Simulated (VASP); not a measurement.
Input for VASP

File POSCAR:
```
Cu2O
1
    2.8023314371    -0.0000000000     0.0000000000
   -1.4011657186     2.4268901157    -0.0000000000
    0.0000000000     0.0000000000     4.4364104223
O Cu
1 2
Direct
  1.0000000000   0.0000000000   0.0000000000
  0.3333330000   0.6666670000   0.2911997400
  0.6666670000   0.3333330000   0.7088002600
```

### KPOINTS
```
Automatic
0
Gamma
  14 14 8
0 0 0
```

INCAR:
```
! general
SYSTEM =Cu2O
PREC   =Accurate
ENCUT  =520   ! plane-wave cut-off (eV)
LREAL  =.FALSE.
LASPH  =.TRUE.   ! aspherical one-centre terms

! electronic loop
EDIFF  =1E-7   ! SCF stop (eV)
NELM   =100   ! most electronic steps
ALGO   =Normal
LMAXMIX=4   ! l cut-off of mixed one-centre charges

! smearing
ISMEAR =-5

! functional
GGA    =PS

! ions
ISIF   =2

! output
LWAVE  =.FALSE.
LCHARG =.TRUE.
LORBIT =11
NEDOS  =601   ! DOS grid

! other
LEFG   =.TRUE.
```

POTCAR, in this order: O Cu (PBE.64 set). Program: vasp_std.

Q: Write an equivalent input for Ansatz.

A: One equivalent input (not run):
Ansatz 0.2 input:
```yaml
crystal:
  lattice:
    - [2.8023314, 0.0000000, 0.0000000]
    - [-1.4011657, 2.4268901, 0.0000000]
    - [0.0000000, 0.0000000, 4.4364104]
  atoms:
    - { symbol: O, position: [1.0000000, 0.0000000, 0.0000000] }
    - { symbol: Cu, position: [0.3333330, 0.6666670, 0.2911997] }
    - { symbol: Cu, position: [0.6666670, 0.3333330, 0.7088003] }
kpoints:
  mp_grid: { grid: [14, 14, 8] }
hamiltonian:
  xc: pbesol
  pseudopotentials: { kind: paw }
scf:
  occupations: { method: tetrahedron }
  max_iter: 100
output: { forces: true, stress: true, eigenvalues: true }
```
What does not carry over: each code has its own PAW files, so the cut-off isn't converted (ENCUT is set for VASP's; basis.ecutwfc is left out, and Ansatz then takes the one that its files recommend); Ansatz stops its SCF on the density residual and VASP on the energy change (EDIFF); the field gradients of LEFG aren't asked of the other code.

The structure was generated: Cu2O was put into the CdI2 type (P-3m1), which need not be its known phase. It was relaxed first, which changed the volume by +12 %.
